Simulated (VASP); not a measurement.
OSZICAR of a VASP run on ZrB (space group P-6m2):

OSZICAR:
```
       N       E                     dE             d eps       ncg     rms          rms(c)
DAV:   1     0.778856096738E+02    0.77886E+02   -0.68236E+03    88   0.107E+03
DAV:   2    -0.135982622263E+02   -0.91484E+02   -0.86156E+02    97   0.292E+02
DAV:   3    -0.167178470369E+02   -0.31196E+01   -0.30812E+01   136   0.467E+01
DAV:   4    -0.168327154218E+02   -0.11487E+00   -0.11486E+00   103   0.100E+01
DAV:   5    -0.168461723684E+02   -0.13457E-01   -0.13457E-01   133   0.217E+00    0.225E+01
DAV:   6    -0.152433866379E+02    0.16028E+01   -0.75786E+00   102   0.171E+01    0.897E+00
DAV:   7    -0.152270002538E+02    0.16386E-01   -0.35430E-01   135   0.397E+00    0.390E+00
DAV:   8    -0.152256907509E+02    0.13095E-02   -0.32271E-02   108   0.178E+00    0.774E-01
DAV:   9    -0.152263742084E+02   -0.68346E-03   -0.17376E-03   128   0.474E-01    0.109E-01
DAV:  10    -0.152263457426E+02    0.28466E-04   -0.25130E-04   103   0.178E-01    0.211E-02
DAV:  11    -0.152263505288E+02   -0.47863E-05   -0.16810E-05   120   0.418E-02    0.868E-03
DAV:  12    -0.152263509698E+02   -0.44091E-06   -0.86658E-07    68   0.127E-02
   1 F= -.15226351E+02 E0= -.15205106E+02  d E =-.424890E-01
```

Problem. Which electronic solver shows in the log?

Solution. It is blocked Davidson (ALGO = Normal, or the opening steps of other solvers). The INCAR had ALGO = Normal.

Problem. Can the final energy be trusted as converged?

Solution. The run converged. It stopped with EDIFF = 1E-6, NELM = 100 (PBE GGA, plane waves, VASP's PBE PAW potentials (set 64)).

The structure was generated: ZrB was put into an ordered model structure, which need not be its known phase. The cell was not relaxed at this level. The k-mesh is coarse (spacing up to 1.15 per Å, 2π included), so the numbers may not be converged in it. The run is one of a series of settings (KPOINTS 2×2×2 Γ-centred mesh against the base run), some of them coarse on purpose. The electron count is odd and the run is not spin-polarised, which forces a metal.
